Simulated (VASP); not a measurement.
```
BaZrO3
1.0
    4.08797     0.00000     0.00000
    0.00000     4.08797     0.00000
    0.00000     0.00000     4.08797
Ba Zr O
1 1 3
Direct
  0.00000   0.00000   0.00000
  0.50000   0.50000   0.50000
  0.50000   0.00000   0.50000
  0.00000   0.50000   0.50000
  0.50000   0.50000   0.00000
```

Calculation: PBE GGA, VASP's PBE PAW potentials (set 64) (plane waves; VASP 6.6.1). Settings: 620 eV cut-off, 6×6×6 Γ-centred mesh, Gaussian smearing of 0.050 eV, potentials Ba_sv Zr_sv O.

Unless said otherwise, spin-orbit coupling is left out, though it shifts the bands of the heavy elements here.

**Question.** What does the run give for the energy per atom (σ→0), pressure, band gap (on the k-mesh) with the smallest direct gap where there is one?

**Answer.** 
- band gap (on the k-mesh) = 3.35 eV
- smallest direct gap (on the k-mesh) = 3.47 eV
- energy per atom (σ→0) = -8.258 eV/atom
- pressure = 19.98 GPa

The absolute energy has meaning only against runs of the same code, potentials and settings.

The compound is BaZrO3 in the cubic perovskite structure. It was relaxed first under an external pressure of 20 GPa.
